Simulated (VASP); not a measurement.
BaTiO3 (cubic perovskite) is relaxed at rising pressure, each step from the one before. Symmetry mostly holds the structure type, and other phases were not tried. The mesh follows the cell, and a change of mesh leaves a small step in the series.

Given:

```
CELL_PARAMETERS angstrom
      4.03136     0.00000     0.00000
      0.00000     4.03136     0.00000
      0.00000     0.00000     4.03136
ATOMIC_POSITIONS crystal
  Ba 0.00000 0.00000 0.00000
  Ti 0.50000 0.50000 0.50000
  O  0.50000 0.00000 0.50000
  O  0.00000 0.50000 0.50000
  O  0.50000 0.50000 0.00000
```

All values below come from PBE GGA, VASP's PBE PAW potentials (set 64) (plane waves; VASP). Numerical set-up: 620 eV cut-off, 6×6×6 Γ-centred mesh, Gaussian smearing of 0.050 eV, potentials Ba_sv Ti_sv O.

Unless said otherwise, spin-orbit coupling is left out, though it shifts the bands of the heavy elements here.

```tsv
P (GPa)	V (Å³/atom)	H − H(0) (eV/atom)	space group	gap on the mesh (eV)	k-mesh
0	13.10	0.000	Pm-3m	1.70	6×6×6
5	[?]	[?]	Pm-3m	1.76	6×6×6
10	12.41	0.797	Pm-3m	1.81	6×6×6
20	[?]	[?]	Pm-3m	1.89	6×6×6
30	11.45	2.283	Pm-3m	1.96	6×6×6
45	10.91	3.330	Pm-3m	1.99	6×6×6
```

**Question.** Some entries are withheld; supply them.

**Answer.** 
- 5, V (Å³/atom): 12.73
- 5, H − H(0) (eV/atom): 0.404
- 20, V (Å³/atom): 11.88
- 20, H − H(0) (eV/atom): 1.555

Pressures at which the relaxation failed are left out.

The compound is BaTiO3 in the cubic perovskite structure, the ideal cubic form; the compound distorts at low or room temperature.
